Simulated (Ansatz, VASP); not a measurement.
**Hg3Pt: VASP beside Ansatz**

Contents of POSCAR:

```
Hg3Pt
1.0
    4.3442210000      0.0000000000      0.0000000000
    0.0000000000      4.3442210000      0.0000000000
    0.0000000000      0.0000000000      4.3442210000
Hg Pt
3 1
Direct
    0.0000000000      0.5000000000      0.5000000000
    0.5000000000      0.0000000000      0.5000000000
    0.5000000000      0.5000000000      0.0000000000
    0.0000000000      0.0000000000      0.0000000000
```

The input INCAR.step1:

```
SYSTEM = Hg3Pt
PREC = Accurate
ENCUT = 520
ISMEAR = 0
SIGMA = 0.3
LREAL = .False.
LASPH = .True.
NELM = 60
NBANDS = 31
GGA = PE
ALGO = Normal
EDIFF = 1E-4
LWAVE = .True.
LCHARG = .False.
```

The input INCAR.step2:

```
SYSTEM = Hg3Pt
PREC = Accurate
ENCUT = 520
EDIFF = 1E-6
ISMEAR = 0
SIGMA = 0.3
LREAL = .False.
LASPH = .True.
NELM = 60
ALGO = Normal
ISIF = 2
LWAVE = .False.
LCHARG = .False.
METAGGA = R2SCAN
LMIXTAU = .True.
NBANDS = 31
ISTART = 1
```

KPOINTS

```
Automatic mesh
0
Gamma
  5 5 5
  0 0 0
```

Input for Ansatz:

```yaml
crystal:
  lattice:
    - [4.344221, 0.0, 0.0]
    - [0.0, 4.344221, 0.0]
    - [0.0, 0.0, 4.344221]
  atoms:
    - { symbol: Hg, position: [0.0, 0.5, 0.5] }
    - { symbol: Hg, position: [0.5, 0.0, 0.5] }
    - { symbol: Hg, position: [0.5, 0.5, 0.0] }
    - { symbol: Pt, position: [0.0, 0.0, 0.0] }
basis:
  ecutwfc: 550.0
kpoints:
  mp_grid:
    grid: [5, 5, 5]
hamiltonian:
  xc: r2scan
scf:
  occupations:
    method: gaussian
    width: 0.3
output:
  stress: true
```

The cell comes from a database or a generator and needn't be the stable form of this composition.

Alike in both runs: task single point; functional r2SCAN; k mesh 5 × 5 × 5; occupations gaussian, width 0.3 eV; no spin polarisation.

|  | VASP | Ansatz |
| --- | --- | --- |
| version | VASP 6.6.1 | Ansatz 0.2.0 |
| potentials or method | VASP PAW PBE potentials, release 64 (Hg, Pt) | plane waves, PAW |
| plane-wave cutoff (eV) | 520 | 550 |
| valence electrons in the cell | 46 | 78 |

```csv
,VASP,Ansatz,Ansatz less VASP
pressure (GPa),-2.9,-3.7,-0.79
```

With one functional, cell and mesh, what is left measures potentials, basis and numerics. The two sets of potentials don't hold the same shells in valence.

Caveats: the PAW data sets were made with another functional, which shifts forces and pressure a little (VASP). The runs have no spin-orbit coupling, so splittings on Hg, Pt are missing.
